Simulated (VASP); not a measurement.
```yaml
crystal:
  lattice:
    - [3.14227, -2.29632, 0.00000]
    - [3.14227, 2.29632, 0.00000]
    - [-1.14053, 0.00000, 6.78642]
  atoms:
    - { symbol: La, position: [0.00000, 0.50000, 0.00000] }
    - { symbol: La, position: [0.50000, 0.00000, 0.50000] }
    - { symbol: N, position: [0.58160, 0.41840, 0.25000] }
    - { symbol: N, position: [0.41840, 0.58160, 0.75000] }
```

These are PBE GGA, VASP's PBE PAW potentials (set 64) (plane waves; VASP) values and carry that method's errors. Run with 600 eV cut-off, 6×6×3 Γ-centred mesh, Gaussian smearing of 0.050 eV, potentials La N.

Which forces act on the atoms, in eV/Å?

```tsv
atom	Fx	Fy	Fz
La1	0.000	0.000	0.000
La2	0.000	0.000	0.000
N3	0.000	-0.183	0.000
N4	0.000	0.183	0.000
```

Give the stress tensor in GPa (positive for a compressed cell).

```
 -8.35    0.00    1.21
  0.00  -13.99    0.00
  1.21    0.00  -14.10
```
The pressure is its mean diagonal, -12.15 GPa.

The structure was generated: LaN was put into the tenorite type (C2/c), which need not be its known phase. The cell was not relaxed at this level. The run is one of a series of settings (ENCUT = 600 against the base run), some of them coarse on purpose.
